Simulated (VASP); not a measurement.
A convergence study with VASP on IrO₂ (rutile): one setting is varied, all else stays as given below, so the limit is that of these other settings. Each run relaxes cell and ions from the cell shown.

```xyz
6
Lattice="4.5000 0.0000 0.0000 0.0000 4.5000 0.0000 0.0000 0.0000 3.1500" Properties=species:S:1:pos:R:3 pbc="T T T"
Ir     0.0000     0.0000     0.0000
Ir     2.2500     2.2500     1.5750
O      1.3860     1.3860     0.0000
O      3.6360     0.8640     1.5750
O      0.8640     3.6360     1.5750
O      3.1140     3.1140     0.0000
```

Calculation: PBEsol GGA, VASP's PBE PAW potentials (set 64) (plane waves; VASP). The tightest run used: 700 eV cut-off, 10×10×14 Γ-centred mesh, first-order Methfessel-Paxton smearing of 0.10 eV, potentials Ir O.

**Question.** The settings run are 1×1×2 mesh; 2×2×3 mesh; 3×3×4 mesh; 4×4×5 mesh; 4×4×6 mesh; 5×5×7 mesh; 7×7×9 mesh; 7×7×10 mesh; 8×8×11 mesh; 9×9×12 mesh; 9×9×13 mesh; 10×10×14 mesh. From which on does the relaxed volume stay within 0.02 Å³/atom of the tightest run?

**Answer.** From 2×2×3 mesh on: it is off by 0.002 there and by no more than 0.02 in any finer run, while 1×1×2 mesh is off by 0.043.
| setting | relaxed volume (Å³/atom) | E (eV/atom) | irreducible k-points | difference judged (Å³/atom) |
|---|---|---|---|---|
| 1×1×2 mesh | 10.556 | -7.5430 | 2 | 0.043 |
| 2×2×3 mesh | 10.597 | -7.5720 | 6 | 0.002 |
| 3×3×4 mesh | 10.594 | -7.6017 | 9 | 0.005 |
| 4×4×5 mesh | 10.596 | -7.5975 | 18 | 0.003 |
| 4×4×6 mesh | 10.597 | -7.5949 | 24 | 0.002 |
| 5×5×7 mesh | 10.604 | -7.5923 | 24 | 0.005 |
| 7×7×9 mesh | 10.600 | -7.5950 | 50 | 0.001 |
| 7×7×10 mesh | 10.600 | -7.5955 | 60 | 0.001 |
| 8×8×11 mesh | 10.599 | -7.5958 | 90 | 0.000 |
| 9×9×12 mesh | 10.599 | -7.5956 | 105 | 0.000 |
| 9×9×13 mesh | 10.599 | -7.5954 | 105 | 0.000 |
| 10×10×14 mesh | 10.599 | -7.5956 | 168 | 0.000 |

Left out are rungs that failed or repeat a setting and relaxations that didn't move; long series are thinned to 24 rows.

The compound is IrO2 in the rutile structure.
